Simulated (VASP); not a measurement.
Wanted: the native input for a VASP 6.6.1 run.

```yaml
Task: single point
Functional: r2SCAN
Potentials_or_basis: VASP PAW PBE potentials, release 64 (Mg, Cd, O)
Cutoff: 520 eV
k_mesh: 10 × 10 × 4
Occupations: gaussian, width 0.03 eV
Spin: no spin polarisation
Further_INCAR_settings: ALGO = Normal; EDIFF = 1e-06
```

The structure of Mg2CdO3 lies in POSCAR:

```
Mg2CdO3                                 
1.0
    3.1168884040      0.0000000000      0.0000000000
   -1.5584441970      2.6993045333      0.0000000000
    0.0000000000      0.0000000000      7.7963014599
  Mg              Cd              O             
     2     1     3
Direct
     0.3333333300000021    0.6666666699999979    0.3442228318213054
     0.6666666699999979    0.3333333300000021    0.6557771681786946
     0.0000000000000000    0.0000000000000000    0.0000000000000000
     0.6666666699999979    0.3333333300000021    0.1963006259583011
     0.3333333300000021    0.6666666699999979    0.8036993740416989
     0.0000000000000000    0.0000000000000000    0.5000000000000000
```

The cell was built by a generator and needn't be a form met in nature.

One way to write it, as run:

INCAR

```
  PREC = Accurate
  ENCUT = 520
  EDIFF = 1E-6
  ISMEAR = 0
  SIGMA = 0.03
  LREAL = F
  LASPH = T
  NELM = 150
  ALGO = Normal
  ISIF = 2
  LWAVE = F
  LCHARG = F
  METAGGA = R2SCAN
  LMIXTAU = T
  KPAR = 4
```

KPOINTS

```
regular mesh
0
Gamma
  10 10 4
```

Potentials or basis: VASP PAW PBE potentials, release 64 (Mg, Cd, O).

The run is started by

```bash
$ cat potpaw_PBE.64/Mg/POTCAR potpaw_PBE.64/Cd/POTCAR potpaw_PBE.64/O/POTCAR > POTCAR
$ mpirun -np 4 vasp_std > vasp.out
```

It gave:

The pressure is -5.4 GPa, the largest force is 0.126 eV/Å and the band gap on the k mesh is 2.47 eV, indirect (least direct gap 2.63 eV).

Caveat: the PAW data sets were made with another functional, which shifts forces and pressure a little.

Wall time 88 s on 4 MPI ranks on Intel(R) Xeon(R) Platinum 8488C (Sapphire Rapids), with other jobs on the host, peak memory 0.23 GiB a rank.
